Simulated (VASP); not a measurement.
# SiB2 (P2_1/m) in VASP: further runs, part 2 of 2

VASP 6.6.1.

## Step 3: Relaxation of cell and atoms, PBE

This run uses another cell than the first one, of 8.91 Å³/atom, 0.997 times its volume.

Contents of INCAR:

```
ALGO     = Normal         # electronic algorithm
EDIFF    = 1E-7           # SCF threshold, eV
EDIFFG   = -0.005         # ionic threshold
ENCUT    = 520            # plane-wave cutoff, eV
GGA      = PE             # functional
IBRION   = 2              # ionic algorithm
ISIF     = 3              # what is computed and relaxed
ISMEAR   = 0              # smearing method
KPAR     = 4            
LASPH    = T              # aspherical terms in the spheres
LCHARG   = F              # write CHGCAR
LREAL    = F              # projectors in reciprocal space
LWAVE    = F              # write WAVECAR
NELM     = 120            # most SCF steps
NSW      = 60             # ionic steps
POTIM    = 0.3            # step
PREC     = Accurate       # precision mode
SIGMA    = 0.1            # smearing width, eV
```

Contents of KPOINTS:

```
k-points
0
Gamma
  8 10 6
```

Contents of POSCAR:

```
SiB2                                    
1.0
    3.7759426618      0.0000000000      0.0189011142
    0.0000000000      2.9818512139      0.0000000000
   -1.7277261050      0.0000000000      4.7401160710
  Si              B             
     2     4
Direct
     0.7188933033004179    0.2500000000000000    0.7489813270651728
     0.2811066966995821    0.7500000000000000    0.2510186729348271
     0.1213793784198674    0.2500000000000000    0.5710017860705086
     0.3506705159634600    0.2500000000000000    0.9606907650580900
     0.6493294840365399    0.7500000000000000    0.0393092349419100
     0.8786206215801324    0.7500000000000000    0.4289982139294916
```

Potentials or basis: VASP PAW PBE potentials, release 64 (Si, B).

Started as:

```bash
$ cat potpaw_PBE.64/Si/POTCAR potpaw_PBE.64/B/POTCAR > POTCAR
$ mpirun -np 4 vasp_std > vasp.out
```

OUTCAR:

```text
EDIFF = 1E-7
   EDIFFG = -0.005
   ENCUT = 520
   GGA = PE
   IBRION = 2
   ISIF = 3
   ISMEAR = 0
   LASPH = T
   LREAL = F
   NELM = 120
   NSW = 60
   POTIM = 0.3
   PREC = Accurate

 ion  position               nearest neighbor table
   1  0.719  0.250  0.749-   3 2.01   4 2.02   3 2.13   5 2.17   5 2.17   4 2.26   6 2.42   6 2.42
                             2 2.91   2 2.91   2 3.08   2 3.08
   2  0.281  0.750  0.251-   6 2.01   5 2.02   6 2.13   4 2.17   4 2.17   5 2.26   3 2.42   3 2.42
                             1 2.91   1 2.91   1 3.08   1 3.08
   3  0.121  0.250  0.571-   6 1.77   6 1.77   4 1.86   1 2.01   1 2.13   2 2.42   2 2.42
   4  0.351  0.250  0.961-   5 1.83   5 1.83   3 1.86   1 2.02   2 2.17   2 2.17   1 2.26
   5  0.649  0.750  0.039-   4 1.83   4 1.83   6 1.86   2 2.02   1 2.17   1 2.17   2 2.26
   6  0.879  0.750  0.429-   3 1.77   3 1.77   5 1.86   2 2.01   2 2.13   1 2.42   1 2.42

  LATTYP: Found a simple monoclinic cell.
 ALAT       =     3.7759899679
 B/A-ratio  =     0.7896872712
 C/A-ratio  =     1.3361184215
 COS(beta)  =    -0.3377442968

  Lattice vectors:

 A1 = (   3.7759426618,   0.0000000000,   0.0189011142)
 A2 = (   0.0000000000,   2.9818512139,   0.0000000000)
 A3 = (  -1.7277261050,   0.0000000000,   4.7401160710)

[... 255 lines left out ...]
     10       8.9942      2.00000
     11      11.3703      0.00000
     12      13.8634      0.00000
     13      14.3825      0.00000
     14      14.8490      0.00000
[... 377 lines left out ...]
      1      -3.1103      2.00000
      2      -0.9605      2.00000
      3      -0.6449      2.00000
      4       1.0024      2.00000
      5       1.6085      2.00000
      6       3.0266      2.00000
      7       4.1720      2.00000
      8       4.3439      2.00000
      9       5.1298      2.00000
     10       5.7117      2.00000
     11      11.5340      0.00000
     12      12.5834      0.00000
     13      13.5042      0.00000
     14      14.8647      0.00000

 [... further k-points ...]
[... 5 lines left out ...]
  --------------------------------------------------------------------------------------
  -------------------------------------------------------------------------------------
  Total       -0.0098741     -0.0010275      0.0035458      0.0000000      0.0000000      0.0006525
  in kB       -0.2958827     -0.0307904      0.1062527      0.0000000      0.0000000      0.0195534
  external PRESSURE =      -0.0734735 kB  Pullay stress =       0.0000000 kB

 VOLUME and BASIS-vectors are now :
 -----------------------------------------------------------------------------
  energy-cutoff  :      520.00
  volume of cell :       53.47
      direct lattice vectors                 reciprocal lattice vectors
     3.775843387  0.000000000  0.018917548     0.264358776  0.000000000  0.096347747
     0.000000000  2.981749338  0.000000000     0.000000000  0.335373597  0.000000000
    -1.727661245  0.000000000  4.740353827    -0.001054989  0.000000000  0.210570218

 POSITION                                       TOTAL-FORCE (eV/Angst)
 -----------------------------------------------------------------------------------
      1.42060      0.74544      3.56404         0.001683      0.000000      0.001231
      0.62758      2.23631      1.19523        -0.001683     -0.000000     -0.001231
     -0.52822      0.74544      2.70886         0.003010     -0.000000     -0.002282
     -0.33577      0.74544      4.56076        -0.000745      0.000000      0.001647
      2.38396      2.23631      0.19851         0.000745     -0.000000     -0.001647
      2.57641      2.23631      2.05041        -0.003010      0.000000      0.002282
 -----------------------------------------------------------------------------------
    total drift:                                0.000000     -0.000000      0.000000

  FREE ENERGIE OF THE ION-ELECTRON SYSTEM (eV)
  ---------------------------------------------------
  free  energy   TOTEN  =       -35.4314337953 eV

  energy  without entropy=      -35.4259671743  energy(sigma->0) =      -35.42870048

 reached required accuracy - stopping structural energy minimisation
```

OSZICAR:

```text
N       E                     dE             d eps       ncg     rms          rms(c)
DAV:   1     0.406335726400E+02    0.40634E+02   -0.92571E+03  4368   0.128E+03
DAV:   2    -0.352223886284E+02   -0.75856E+02   -0.73390E+02  5808   0.200E+02
DAV:   3    -0.379457335922E+02   -0.27233E+01   -0.26938E+01  6000   0.365E+01
DAV:   4    -0.379643310532E+02   -0.18597E-01   -0.18590E-01  5310   0.343E+00
DAV:   5    -0.379645246509E+02   -0.19360E-03   -0.19357E-03  6054   0.299E-01    0.977E+00
DAV:   6    -0.356385920804E+02    0.23259E+01   -0.50063E+00  5148   0.131E+01    0.492E+00
DAV:   7    -0.354405283591E+02    0.19806E+00   -0.12164E+00  5830   0.673E+00    0.154E+00
DAV:   8    -0.354330470635E+02    0.74813E-02   -0.11108E-01  5166   0.226E+00    0.445E-01
DAV:   9    -0.354318801612E+02    0.11669E-02   -0.17307E-02  5298   0.856E-01    0.199E-01
DAV:  10    -0.354314098374E+02    0.47032E-03   -0.24864E-03  5196   0.356E-01    0.585E-02
DAV:  11    -0.354314340124E+02   -0.24175E-04   -0.15945E-04  5840   0.924E-02    0.150E-02
DAV:  12    -0.354314294201E+02    0.45923E-05   -0.18131E-05  5370   0.270E-02    0.826E-03
DAV:  13    -0.354314293802E+02    0.39931E-07   -0.88228E-07  5898   0.731E-03
   1 F= -.35431429E+02 E0= -.35428696E+02  d E =-.354314E+02
       N       E                     dE             d eps       ncg     rms          rms(c)
DAV:   1    -0.354314341743E+02   -0.47542E-05   -0.15665E-04  5070   0.970E-02    0.450E-03
DAV:   2    -0.354314340017E+02    0.17265E-06   -0.42359E-06  5742   0.168E-02    0.231E-03
DAV:   3    -0.354314338027E+02    0.19898E-06   -0.61178E-07  5376   0.565E-03    0.451E-04
DAV:   4    -0.354314337953E+02    0.73976E-08   -0.65464E-08  2940   0.207E-03
   2 F= -.35431434E+02 E0= -.35428700E+02  d E =-.441509E-05
```

Run time: 14 s. Hardware: 4 MPI ranks of Intel Xeon 6975P-C (Granite Rapids), shared host; peak memory 0.23 GiB.

What came out:

- Free energy: -35.4314 eV
- Energy gained by relaxing: 0.0 meV/atom
- Ionic steps: 2
- Pressure after relaxing: 0.0 GPa
- Largest force after relaxing: 0.004 eV/Å
- Band gap on the k mesh: none (metal or under the smearing width)

Forces on the atoms (eV/Å):
```
Si   0.002  0.000  0.001
Si  -0.002  0.000 -0.001
B    0.003  0.000 -0.002
B   -0.001  0.000  0.002
B    0.001  0.000 -0.002
B   -0.003  0.000  0.002
```

Final structure:
```
Si B
1.0
     3.77584    0.00000    0.01892
     0.00000    2.98175    0.00000
    -1.72766    0.00000    4.74035
Si B
2 4
Direct
  0.71894 0.25000 0.74898
  0.28106 0.75000 0.25102
  0.12135 0.25000 0.57096
  0.35065 0.25000 0.96071
  0.64935 0.75000 0.03929
  0.87865 0.75000 0.42904
```
